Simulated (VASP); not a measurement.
```xyz
2
Lattice="0.0000 2.5675 2.5675 2.5675 0.0000 2.5675 2.5675 2.5675 0.0000" Properties=species:S:1:pos:R:3 pbc="T T T"
Sr     0.0000     0.0000     0.0000
O      2.5675     2.5675     2.5675
```

These are PBEsol GGA, VASP's PBE PAW potentials (set 64) (plane waves; VASP 6.6.1) values and carry that method's errors. Settings: 620 eV cut-off, 9×9×9 Γ-centred mesh, Gaussian smearing of 0.050 eV, potentials Sr_sv O.

Estimate the energy per atom (σ→0).

The energy per atom (σ→0) is -6.321 eV/atom.

The structure was generated: SrO was put into the rock salt type (Fm-3m), which need not be its known phase. It was relaxed first, which changed the volume by -24 %.
